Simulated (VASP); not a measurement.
VASP input:

### POSCAR
```
HfO2
1
    0.0000000000     2.5400000000     2.5400000000
    2.5400000000     0.0000000000     2.5400000000
    2.5400000000     2.5400000000     0.0000000000
Hf O
1 2
Direct
  0.0000000000   0.0000000000   0.0000000000
  0.2500000000   0.2500000000   0.2500000000
  0.7500000000   0.7500000000   0.7500000000
```

**INCAR**
```
SYSTEM = HfO2
PREC = Accurate
ENCUT = 300
EDIFF = 1E-6
NELM = 100
ALGO = Normal
LREAL = .FALSE.
LASPH = .TRUE.
ISMEAR = 0
SIGMA = 0.05
GGA = PE
LMAXMIX = 6
LWAVE = .FALSE.
LCHARG = .FALSE.
ISIF = 3
IBRION = 2
NSW = 40
EDIFFG = -0.01
```

KPOINTS:
```
Automatic mesh
0
Gamma
7 7 7
0 0 0
```

POTCAR, in this order: Hf_pv O (PBE.64 set). Program: vasp_std.

Output of the run:

standard output:
```
...
 curvature:   0.00 expect dE= 0.000E+00 dE for cont linesearch  0.000E+00
 trial: gam= 0.00000 g(F)=  0.169E-45 g(S)=  0.435E+01 ort = 0.000E+00 (trialstep = 0.100E+01)
 search vector abs. value=  0.435E+01
 bond charge predicted
       N       E                     dE             d eps       ncg     rms          rms(c)
DAV:   1    -0.446753354662E+02   -0.14057E+02   -0.62780E+02   691   0.267E+02    0.108E+02
DAV:   2    -0.272713934127E+02    0.17404E+02   -0.46921E+01   628   0.610E+01    0.552E+01
DAV:   3    -0.236559226728E+02    0.36155E+01   -0.74349E+00   698   0.277E+01    0.218E+01
DAV:   4    -0.234450988129E+02    0.21082E+00   -0.79881E-01   726   0.101E+01    0.137E+01
DAV:   5    -0.234584152592E+02   -0.13316E-01   -0.17062E-01   684   0.381E+00    0.715E+00
DAV:   6    -0.234410211308E+02    0.17394E-01   -0.73912E-02   621   0.234E+00    0.668E-01
DAV:   7    -0.234411191099E+02   -0.97979E-04   -0.16724E-03   747   0.375E-01    0.279E-01
DAV:   8    -0.234411353123E+02   -0.16202E-04   -0.28410E-05   691   0.588E-02    0.181E-02
DAV:   9    -0.234411346068E+02    0.70541E-06   -0.30343E-06   774   0.164E-02
   2 F= -.23441135E+02 E0= -.23441135E+02  d E =0.717739E+01
 trial-energy change:    7.177393  1 .order    7.692411   -4.351294   19.736117
 step:   0.2013(harm=  0.1806)  dis= 0.00000  next Energy=   -31.060618 (dE=-0.442E+00)
 bond charge predicted
       N       E                     dE             d eps       ncg     rms          rms(c)
DAV:   1    -0.437294362010E+02   -0.20288E+02   -0.34895E+02   684   0.181E+02    0.102E+02
DAV:   2    -0.336200336319E+02    0.10109E+02   -0.35886E+01   614   0.469E+01    0.439E+01
DAV:   3    -0.313322330056E+02    0.22878E+01   -0.31781E+00   740   0.155E+01    0.205E+01
DAV:   4    -0.311469801361E+02    0.18525E+00   -0.93006E-01   726   0.838E+00    0.964E+00
DAV:   5    -0.311462127350E+02    0.76740E-03   -0.15688E-01   705   0.334E+00    0.933E+00
DAV:   6    -0.311367810435E+02    0.94317E-02   -0.20756E-02   684   0.123E+00    0.963E-01
DAV:   7    -0.311367203979E+02    0.60646E-04   -0.89230E-04   733   0.253E-01    0.482E-01
DAV:   8    -0.311366536381E+02    0.66760E-04   -0.18073E-04   747   0.118E-01    0.216E-02
DAV:   9    -0.311366560063E+02   -0.23682E-05   -0.12115E-05   670   0.287E-02    0.458E-02
DAV:  10    -0.311366555605E+02    0.44575E-06   -0.12094E-06   573   0.916E-03
   3 F= -.31136656E+02 E0= -.31136656E+02  d E =-.518128E+00
 curvature:  -0.09 expect dE=-0.947E-02 dE for cont linesearch -0.947E-02
 ZBRENT: interpolating
 opt :   0.2277  next Energy=   -31.145584 (dE=-0.527E+00)
 bond charge predicted
       N       E                     dE             d eps       ncg     rms          rms(c)
DAV:   1    -0.311619639277E+02   -0.25308E-01   -0.37499E-01   670   0.581E+00    0.220E+00
DAV:   2    -0.311505109101E+02    0.11453E-01   -0.41065E-02   663   0.155E+00    0.805E-01
DAV:   3    -0.311484285018E+02    0.20824E-02   -0.24590E-03   691   0.470E-01    0.468E-01
DAV:   4    -0.311481119257E+02    0.31658E-03   -0.10657E-03   754   0.285E-01    0.313E-01
DAV:   5    -0.311481383666E+02   -0.26441E-04   -0.19078E-04   705   0.979E-02    0.244E-01
DAV:   6    -0.311481145564E+02    0.23810E-04   -0.77893E-05   677   0.606E-02    0.180E-02
DAV:   7    -0.311481147947E+02   -0.23830E-06   -0.22652E-06   564   0.135E-02
   4 F= -.31148115E+02 E0= -.31148115E+02  d E =-.529587E+00
 curvature:  -0.09 expect dE=-0.513E-03 dE for cont linesearch -0.513E-03
 ZBRENT: interpolating
 opt :   0.2360  next Energy=   -31.148790 (dE=-0.530E+00)
 bond charge predicted
       N       E                     dE             d eps       ncg     rms          rms(c)
DAV:   1    -0.311501718035E+02   -0.20572E-02   -0.36822E-02   670   0.182E+00    0.700E-01
DAV:   2    -0.311490514214E+02    0.11204E-02   -0.40166E-03   663   0.487E-01    0.258E-01
DAV:   3    -0.311488470586E+02    0.20436E-03   -0.24119E-04   691   0.147E-01    0.149E-01
DAV:   4    -0.311488177086E+02    0.29350E-04   -0.10433E-04   747   0.893E-02    0.984E-02
DAV:   5    -0.311488231383E+02   -0.54297E-05   -0.18450E-05   705   0.306E-02    0.773E-02
DAV:   6    -0.311488197325E+02    0.34057E-05   -0.74022E-06   670   0.187E-02    0.572E-03
DAV:   7    -0.311488197635E+02   -0.30996E-07   -0.20440E-07   300   0.418E-03
   5 F= -.31148820E+02 E0= -.31148820E+02  d E =-.530292E+00
 curvature:  -0.11 expect dE=-0.180E-07 dE for cont linesearch -0.180E-07
 trial: gam=-0.00019 g(F)=  0.317E-44 g(S)=  0.161E-06 ort = 0.836E-03 (trialstep = 0.847E+00)
 search vector abs. value=  0.100E-09
 reached required accuracy - stopping structural energy minimisation
```

File OUTCAR:
```
------------------------ aborting loop because EDIFF is reached ----------------------------------------
  FORCE on cell =-STRESS in cart. coord.  units (eV):
  Direction    XX          YY          ZZ          XY          YZ          ZX
  --------------------------------------------------------------------------------------
  Total       -0.0018244     -0.0018244     -0.0018244     -0.0000000     -0.0000000      0.0000000
  in kB       -0.0995665     -0.0995665     -0.0995665     -0.0000000     -0.0000000      0.0000000
  external PRESSURE =      -0.0995665 kB  Pullay stress =       0.0000000 kB
  volume of cell :       29.36
      direct lattice vectors                 reciprocal lattice vectors
    -0.000000000  2.448463168  2.448463168    -0.204209729  0.204209729  0.204209729
     2.448463168 -0.000000000  2.448463168     0.204209729 -0.204209729  0.204209729
     2.448463168  2.448463168  0.000000000     0.204209729  0.204209729 -0.204209729
 POSITION                                       TOTAL-FORCE (eV/Angst)
 -----------------------------------------------------------------------------------
      0.00000      0.00000      0.00000        -0.000000      0.000000      0.000000
      1.22423      1.22423      1.22423        -0.000000     -0.000000     -0.000000
      3.67269      3.67269      3.67269         0.000000      0.000000      0.000000
 -----------------------------------------------------------------------------------
    total drift:                                0.000000     -0.000000      0.000000
  FREE ENERGIE OF THE ION-ELECTRON SYSTEM (eV)
  ---------------------------------------------------
  free  energy   TOTEN  =       -31.1488197635 eV

  energy  without entropy=      -31.1488197635  energy(sigma->0) =      -31.14881976

 reached required accuracy - stopping structural energy minimisation
```
(Selected blocks of OUTCAR.)

**Question.** Read input and log: which fault does this run have?
A. NSW is too small for the relaxation to finish
B. LEPSILON was set for a metal
C. ENCUT is too low for a cell relaxation, so Pulay stress biases the volume
D. LEPSILON was set with a meta-GGA

**Answer.** C, ENCUT is too low for a cell relaxation, so Pulay stress biases the volume. The run ends without an error. Against the sound run, the energy per atom (σ→0) falls by 0.300 eV/atom; the pressure drops by 0.02 GPa; the band gap increases by 0.32 eV; the volume shrinks by 10 %.

To mend it, set ENCUT = 520.

The mended run (PBE GGA, plane waves, VASP's PBE PAW potentials (set 64)) converges, and its OSZICAR ends with
```
   3 F= -.30248460E+02 E0= -.30248460E+02  d E =-.517281E-03
```

The compound is HfO2 in the fluorite structure, the high-temperature cubic form, which is unstable at 0 K; the monoclinic form is the stable one.
